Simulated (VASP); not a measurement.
These are PBEsol GGA, VASP's PBE PAW potentials (set 64) (plane waves; VASP) values and carry that method's errors.

VASP ran on this input.

INCAR:
```
# general
SYSTEM =GaN
PREC   =Accurate
ENCUT  =620   # plane-wave cut-off (eV)
LREAL  =.False.   # projection in real space or not
LASPH  =.True.

# electronic loop
EDIFF  =1E-6   # SCF stop (eV)
NELM   =100   # most electronic steps
ALGO   =Normal
LMAXMIX=4   # l cut-off of mixed one-centre charges

# smearing
ISMEAR =0   # Gaussian
SIGMA  =0.05

# functional
GGA    =PS   # PBEsol

# ions
IBRION =2   # conjugate gradients
NSW    =40
ISIF   =3   # ions, shape and volume
EDIFFG =-0.02   # ionic stop
PSTRESS=100   # kbar

# output
LWAVE  =.False.
LCHARG =.False.
```

KPOINTS:
```
Regular mesh
0
G
 10 10 10
```

File POSCAR:
```
GaN
1.0
  0.0000000000   2.2113426715   2.2113426715
  2.2113426715   0.0000000000   2.2113426715
  2.2113426715   2.2113426715   0.0000000000
Ga N
1 1
Cart
  2.2113426715   2.2113426715   0.0000000000
  1.1056713358   1.1056713358   1.1056713358
```

POTCAR, in this order: Ga_d N (PBE.64 set). Program: vasp_std.

Output of the run:

OSZICAR:
```
       N       E                     dE             d eps       ncg     rms          rms(c)
DAV:   1     0.915206666388E+02    0.91521E+02   -0.10898E+04  1342   0.280E+03
DAV:   2    -0.719847311116E+01   -0.98719E+02   -0.92954E+02  1362   0.388E+02
DAV:   3    -0.148487769355E+02   -0.76503E+01   -0.75976E+01  1352   0.966E+01
DAV:   4    -0.149991663862E+02   -0.15039E+00   -0.15014E+00  1452   0.141E+01
DAV:   5    -0.150012614881E+02   -0.20951E-02   -0.20949E-02  1370   0.153E+00    0.741E+00
DAV:   6    -0.131197759709E+02    0.18815E+01   -0.51387E+00  1878   0.514E+01    0.264E+00
DAV:   7    -0.131120398698E+02    0.77361E-02   -0.35155E-01  1227   0.723E+00    0.171E+00
DAV:   8    -0.130937830248E+02    0.18257E-01   -0.53858E-02  1471   0.378E+00    0.603E-01
DAV:   9    -0.130903265440E+02    0.34565E-02   -0.16599E-02  1865   0.341E+00    0.144E-01
DAV:  10    -0.130903817129E+02   -0.55169E-04   -0.13967E-03  1515   0.656E-01    0.475E-02
DAV:  11    -0.130903650556E+02    0.16657E-04   -0.13926E-04  1813   0.209E-01    0.130E-02
DAV:  12    -0.130903667344E+02   -0.16788E-05   -0.99412E-06  1357   0.479E-02    0.365E-03
DAV:  13    -0.130903666331E+02    0.10131E-06   -0.36995E-07   666   0.741E-03
   1 F= -.11740510E+02 E0= -.11740510E+02  d E =-.117405E+02
```

File OUTCAR:
```
------------------------ aborting loop because EDIFF is reached ----------------------------------------
  FORCE on cell =-STRESS in cart. coord.  units (eV):
  Direction    XX          YY          ZZ          XY          YZ          ZX
  --------------------------------------------------------------------------------------
  Total        1.3721812      1.3721812      1.3721812     -0.0000000      0.0000000      0.0000000
  in kB      101.6538681    101.6538681    101.6538681     -0.0000000      0.0000000      0.0000000
  external PRESSURE =       1.6538681 kB  Pullay stress =     100.0000000 kB
  volume of cell :       21.63
      direct lattice vectors                 reciprocal lattice vectors
     0.000000000  2.211342672  2.211342672    -0.226106974  0.226106974  0.226106974
     2.211342672  0.000000000  2.211342672     0.226106974 -0.226106974  0.226106974
     2.211342672  2.211342672  0.000000000     0.226106974  0.226106974 -0.226106974
  FREE ENERGIE OF THE ION-ELECTRON SYSTEM (eV)
  ---------------------------------------------------
  free  energy   TOTEN  =       -13.0903666331 eV

  energy  without entropy=      -13.0903666331  energy(sigma->0) =      -13.09036663
  enthalpy is  TOTEN    =       -11.7405102873 eV   P V=        1.3498563458

 reached required accuracy - stopping structural energy minimisation
```
(Selected blocks of OUTCAR.)

The compound is GaN in the zinc blende structure, a metastable form; wurtzite is the usual one. It was relaxed first under an external pressure of 10 GPa.
